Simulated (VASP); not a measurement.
Calculation: SCAN meta-GGA, VASP's PBE PAW potentials (set 64) (plane waves; VASP).

A VASP calculation is set up with these files.

**INCAR**
```
ALGO  =  Normal
EDIFF  =  1E-6
EDIFFG  =  -0.01
ENCUT  =  520
IBRION  =  2
ISIF  =  3
ISMEAR  =  1
ISPIN  =  2
LASPH  =  .True.
LCHARG  =  .False.
LMAXMIX  =  6
LMIXTAU  =  .True.
LORBIT  =  10
LREAL  =  .False.
LWAVE  =  .False.
MAGMOM  =  3.0 0.0
METAGGA  =  SCAN
NELM  =  100
NSW  =  60
PREC  =  Accurate
SIGMA  =  0.1
SYSTEM  =  FePt
```

**KPOINTS**
```
Automatic mesh
0
Gamma
12 12 9
0 0 0
```

### POSCAR
```
FePt
1.0
  2.7200000000   0.0000000000   0.0000000000
  0.0000000000   2.7200000000   0.0000000000
  0.0000000000   0.0000000000   3.7100000000
Fe Pt
1 1
Cart
  0.0000000000   0.0000000000   0.0000000000
  1.3600000000   1.3600000000   1.8550000000
```

POTCAR, in this order: Fe Pt (PBE.64 set). Program: vasp_std.

What VASP printed:

**OUTCAR**
```
 ion  position               nearest neighbor table
   1  0.000  0.000  0.000-   2 2.67   2 2.67   2 2.67   2 2.67   2 2.67   2 2.67   2 2.67   2 2.67
  LATTYP: Found a simple tetragonal cell.
 ALAT       =     2.7200000000
 C/A-ratio  =     1.3639705882
 Subroutine PRICEL returns:
 Original cell was already a primitive cell.
 Subroutine GETGRP returns: Found 16 space group operations
The static configuration has the point symmetry D_4h.
The dynamic configuration has the point symmetry D_4h.
The overall configuration has the point symmetry D_4h.
 Subroutine INISYM returns: Found 16 space group operations
 Subroutine IBZKPT returns following result:
 Found    140 irreducible k-points:

 Following reciprocal coordinates:
            Coordinates               Weight
  0.000000  0.000000  0.000000      1.000000
  0.083333  0.000000  0.000000      4.000000
  0.166667  0.000000  0.000000      4.000000
  0.250000  0.000000  0.000000      4.000000
  0.333333  0.000000  0.000000      4.000000
  0.416667  0.000000  0.000000      4.000000
  0.500000  0.000000  0.000000      2.000000
  0.083333  0.083333  0.000000      4.000000
  0.166667  0.083333  0.000000      8.000000
  0.250000  0.083333  0.000000      8.000000
  0.333333  0.083333  0.000000      8.000000
  0.416667  0.083333  0.000000      8.000000
  0.500000  0.083333  0.000000      4.000000
  0.166667  0.166667  0.000000      4.000000
  0.250000  0.166667  0.000000      8.000000
  0.333333  0.166667  0.000000      8.000000
  0.416667  0.166667  0.000000      8.000000
  0.500000  0.166667  0.000000      4.000000
  0.250000  0.250000  0.000000      4.000000
  0.333333  0.250000  0.000000      8.000000
  0.416667  0.250000  0.000000      8.000000
  0.500000  0.250000  0.000000      4.000000
  0.333333  0.333333  0.000000      4.000000
...
```

OSZICAR:
```
...
       N       E                     dE             d eps       ncg     rms          rms(c)
DAV:   1    -0.895345638648E+02   -0.25242E+00   -0.64194E+00  8638   0.378E+01    0.488E+00
DAV:   2    -0.892307819911E+02    0.30378E+00   -0.77524E-01 10411   0.110E+01    0.254E+00
DAV:   3    -0.892706324898E+02   -0.39850E-01   -0.12812E-01  9373   0.376E+00    0.147E+00
DAV:   4    -0.892626290854E+02    0.80034E-02   -0.35425E-02  9645   0.260E+00    0.580E-01
DAV:   5    -0.892629350659E+02   -0.30598E-03   -0.89361E-03 11211   0.137E+00    0.398E-01
DAV:   6    -0.892635577010E+02   -0.62264E-03   -0.79568E-03 10078   0.150E+00    0.359E-01
DAV:   7    -0.892632664217E+02    0.29128E-03   -0.16876E-03 10756   0.969E-01    0.231E-01
DAV:   8    -0.892632731773E+02   -0.67555E-05   -0.37128E-03 10092   0.113E+00    0.962E-02
DAV:   9    -0.892629823331E+02    0.29084E-03   -0.18844E-03  9913   0.458E-01    0.182E-02
DAV:  10    -0.892629419243E+02    0.40409E-04   -0.21685E-04  8778   0.123E-01    0.867E-03
DAV:  11    -0.892629332521E+02    0.86722E-05   -0.39790E-05  8820   0.532E-02    0.500E-03
DAV:  12    -0.892629341210E+02   -0.86889E-06   -0.85279E-06  6580   0.276E-02
   2 F= -.89262934E+02 E0= -.89263048E+02  d E =0.192097E-01  mag=     3.4866
       N       E                     dE             d eps       ncg     rms          rms(c)
DAV:   1    -0.894224265946E+02   -0.15949E+00   -0.31506E+00  8589   0.270E+01    0.333E+00
DAV:   2    -0.892756531428E+02    0.14677E+00   -0.48485E-01 10368   0.852E+00    0.183E+00
DAV:   3    -0.892941169813E+02   -0.18464E-01   -0.11289E-01 10346   0.456E+00    0.152E+00
DAV:   4    -0.892893522009E+02    0.47648E-02   -0.22403E-02 10628   0.426E+00    0.536E-01
DAV:   5    -0.892880781867E+02    0.12740E-02   -0.96040E-03 10604   0.139E+00    0.422E-01
DAV:   6    -0.892881142080E+02   -0.36021E-04   -0.28758E-03 10115   0.116E+00    0.257E-01
DAV:   7    -0.892888027589E+02   -0.68855E-03   -0.69331E-03  9858   0.108E+00    0.187E-01
DAV:   8    -0.892878746977E+02    0.92806E-03   -0.37941E-03  9096   0.541E-01    0.553E-02
DAV:   9    -0.892878776389E+02   -0.29412E-05   -0.38788E-04  9271   0.210E-01    0.192E-02
DAV:  10    -0.892878571381E+02    0.20501E-04   -0.92085E-05  9682   0.110E-01    0.860E-03
DAV:  11    -0.892878770650E+02   -0.19927E-04   -0.10131E-05  8642   0.340E-02    0.430E-03
DAV:  12    -0.892878749364E+02    0.21287E-05   -0.96706E-06  6692   0.293E-02    0.156E-03
DAV:  13    -0.892878788595E+02   -0.39231E-05   -0.10482E-06  6385   0.923E-03    0.108E-03
DAV:  14    -0.892878783420E+02    0.51750E-06   -0.14796E-07  4529   0.469E-03
   3 F= -.89287878E+02 E0= -.89287949E+02  d E =-.573456E-02  mag=     3.5427
       N       E                     dE             d eps       ncg     rms          rms(c)
DAV:   1    -0.892880890213E+02   -0.21016E-03   -0.41401E-03  8596   0.974E-01    0.121E-01
DAV:   2    -0.892878262054E+02    0.26282E-03   -0.58630E-04 10460   0.304E-01    0.650E-02
DAV:   3    -0.892878683806E+02   -0.42175E-04   -0.16706E-04 10374   0.176E-01    0.554E-02
DAV:   4    -0.892878566339E+02    0.11747E-04   -0.40375E-05 10320   0.160E-01    0.186E-02
DAV:   5    -0.892878653899E+02   -0.87560E-05   -0.10442E-05 10022   0.466E-02    0.143E-02
DAV:   6    -0.892878629265E+02    0.24634E-05   -0.30014E-06  7014   0.398E-02    0.892E-03
DAV:   7    -0.892878689036E+02   -0.59771E-05   -0.10801E-05  8963   0.386E-02    0.696E-03
DAV:   8    -0.892878653748E+02    0.35288E-05   -0.56320E-06  6440   0.210E-02    0.219E-03
DAV:   9    -0.892878652833E+02    0.91521E-07   -0.66174E-07  5306   0.954E-03
   4 F= -.89287865E+02 E0= -.89287939E+02  d E =-.572150E-02  mag=     3.5408
       N       E                     dE             d eps       ncg     rms          rms(c)
DAV:   1    -0.892878751399E+02   -0.97651E-05   -0.31189E-04  8624   0.266E-01    0.332E-02
DAV:   2    -0.892878408688E+02    0.34271E-04   -0.44913E-05 10488   0.849E-02    0.179E-02
DAV:   3    -0.892878475986E+02   -0.67298E-05   -0.13544E-05  9673   0.514E-02    0.158E-02
DAV:   4    -0.892878459305E+02    0.16681E-05   -0.31452E-06  7184   0.459E-02    0.517E-03
DAV:   5    -0.892878487251E+02   -0.27946E-05   -0.76670E-07  4606   0.131E-02    0.415E-03
DAV:   6    -0.892878478213E+02    0.90372E-06   -0.38576E-07  4424   0.147E-02
   5 F= -.89287848E+02 E0= -.89287923E+02  d E =-.570404E-02  mag=     3.5403
       N       E                     dE             d eps       ncg     rms          rms(c)
DAV:   1    -0.892886800087E+02   -0.83128E-03   -0.41553E-02  9401   0.168E+00    0.166E-01
DAV:   2    -0.892884325003E+02    0.24751E-03   -0.18398E-03 11443   0.932E-01    0.187E-01
DAV:   3    -0.892882224021E+02    0.21010E-03   -0.86388E-04 10824   0.819E-01    0.104E-01
DAV:   4    -0.892881595567E+02    0.62845E-04   -0.51349E-04  9976   0.297E-01    0.397E-02
DAV:   5    -0.892881324213E+02    0.27135E-04   -0.66082E-05  9858   0.918E-02    0.159E-02
DAV:   6    -0.892881351101E+02   -0.26887E-05   -0.16830E-05  9147   0.505E-02    0.127E-02
DAV:   7    -0.892881300434E+02    0.50667E-05   -0.99997E-06  8127   0.435E-02    0.372E-03
DAV:   8    -0.892881318906E+02   -0.18473E-05   -0.22120E-06  6552   0.164E-02    0.190E-03
DAV:   9    -0.892881300695E+02    0.18211E-05   -0.82249E-07  5760   0.960E-03    0.155E-03
DAV:  10    -0.892881299406E+02    0.12891E-06   -0.10531E-07  4319   0.379E-03
   6 F= -.89288130E+02 E0= -.89288185E+02  d E =-.282119E-03  mag=     3.5338
       N       E                     dE             d eps       ncg     rms          rms(c)
DAV:   1    -0.892882083600E+02   -0.78290E-04   -0.61603E-03  9415   0.646E-01    0.644E-02
DAV:   2    -0.892881704569E+02    0.37903E-04   -0.28080E-04 11509   0.369E-01    0.746E-02
DAV:   3    -0.892881516257E+02    0.18831E-04   -0.13249E-04 10842   0.321E-01    0.395E-02
DAV:   4    -0.892881363420E+02    0.15284E-04   -0.74448E-05  9907   0.111E-01    0.157E-02
DAV:   5    -0.892881303756E+02    0.59664E-05   -0.98023E-06  9371   0.357E-02    0.633E-03
DAV:   6    -0.892881315367E+02   -0.11611E-05   -0.27333E-06  7038   0.198E-02    0.494E-03
DAV:   7    -0.892881306201E+02    0.91658E-06   -0.19118E-06  6468   0.197E-02
   7 F= -.89288131E+02 E0= -.89288180E+02  d E =-.282799E-03  mag=     3.5312
       N       E                     dE             d eps       ncg     rms          rms(c)
DAV:   1    -0.892884363796E+02   -0.30484E-03   -0.24614E-02  9429   0.129E+00    0.129E-01
DAV:   2    -0.892883026619E+02    0.13372E-03   -0.11473E-03 11487   0.745E-01    0.153E-01
DAV:   3    -0.892881747020E+02    0.12796E-03   -0.54691E-04 10842   0.651E-01    0.788E-02
DAV:   4    -0.892881351229E+02    0.39579E-04   -0.30518E-04  9872   0.225E-01    0.324E-02
DAV:   5    -0.892881152633E+02    0.19860E-04   -0.42258E-05  9724   0.730E-02    0.131E-02
DAV:   6    -0.892881190032E+02   -0.37399E-05   -0.12839E-05  9100   0.425E-02    0.108E-02
DAV:   7    -0.892881144900E+02    0.45132E-05   -0.83870E-06  7631   0.384E-02    0.305E-03
DAV:   8    -0.892881164709E+02   -0.19809E-05   -0.23922E-06  6419   0.158E-02    0.160E-03
DAV:   9    -0.892881150518E+02    0.14192E-05   -0.10568E-06  6280   0.976E-03    0.125E-03
DAV:  10    -0.892881150131E+02    0.38654E-07   -0.13059E-07  4305   0.357E-03
   8 F= -.89288115E+02 E0= -.89288158E+02  d E =-.267192E-03  mag=     3.5255
       N       E                     dE             d eps       ncg     rms          rms(c)
DAV:   1    -0.892883025356E+02   -0.18748E-03   -0.11583E-02  9415   0.886E-01    0.886E-02
DAV:   2    -0.892882394858E+02    0.63050E-04   -0.52815E-04 11524   0.510E-01    0.104E-01
DAV:   3    -0.892881355109E+02    0.10397E-03   -0.25011E-04 10884   0.442E-01    0.534E-02
DAV:   4    -0.892881432687E+02   -0.77578E-05   -0.13764E-04  9890   0.150E-01    0.220E-02
DAV:   5    -0.892881405985E+02    0.26703E-05   -0.18791E-05  9577   0.493E-02    0.896E-03
DAV:   6    -0.892881403316E+02    0.26684E-06   -0.58881E-06  8402   0.287E-02
   9 F= -.89288140E+02 E0= -.89288187E+02  d E =-.292510E-03  mag=     3.5296
```

**OUTCAR**
```
------------------------ aborting loop because EDIFF is reached ----------------------------------------
  FORCE on cell =-STRESS in cart. coord.  units (eV):
  Direction    XX          YY          ZZ          XY          YZ          ZX
  --------------------------------------------------------------------------------------
  Total        0.0044591      0.0044591      0.0038435      0.0000000      0.0000000      0.0000000
  in kB        0.2649780      0.2649780      0.2283935      0.0000000      0.0000000      0.0000000
  external PRESSURE =       0.2527831 kB  Pullay stress =       0.0000000 kB
  volume of cell :       26.96
      direct lattice vectors                 reciprocal lattice vectors
     2.696961776  0.000000000 -0.000000000     0.370787606  0.000000000  0.000000000
     0.000000000  2.696961776 -0.000000000     0.000000000  0.370787606  0.000000000
    -0.000000000  0.000000000  3.706804747     0.000000000  0.000000000  0.269774123
 POSITION                                       TOTAL-FORCE (eV/Angst)
 -----------------------------------------------------------------------------------
      0.00000      0.00000      0.00000         0.000000      0.000000      0.000000
      1.34848      1.34848      1.85340        -0.000000      0.000000      0.000000
 -----------------------------------------------------------------------------------
    total drift:                               -0.000000      0.000000      0.000000
  FREE ENERGIE OF THE ION-ELECTRON SYSTEM (eV)
  ---------------------------------------------------
  free  energy   TOTEN  =       -89.2881403316 eV

  energy  without entropy=      -89.2882795173  energy(sigma->0) =      -89.28818673

 total charge

# of ion       s       p       d       tot
------------------------------------------
    1        0.425   0.500   6.060   6.986
    2        0.676   0.650   8.075   9.400
--------------------------------------------------
tot          1.101   1.150  14.135  16.386

 magnetization (x)

# of ion       s       p       d       tot
------------------------------------------
    1        0.016  -0.013   3.235   3.238
    2       -0.004  -0.074   0.397   0.319
--------------------------------------------------
tot          0.013  -0.087   3.632   3.558

 reached required accuracy - stopping structural energy minimisation
```
(Selected blocks of OUTCAR.)

### CONTCAR
```
FePt
   1.00000000000000
     2.6969617758089552    0.0000000000000000   -0.0000000000000000
     0.0000000000000000    2.6969617758089552   -0.0000000000000000
    -0.0000000000000000    0.0000000000000000    3.7068047465636802
  Fe              Pt
     1     1
Direct
     0.0000000000000000    0.0000000000000000    0.0000000000000000
     0.5000000000000000    0.5000000000000000    0.5000000000000000
```

The compound is FePt in the L1_0 structure. This run relaxes it. Symmetry was kept, so distortions that lower it aren't found.
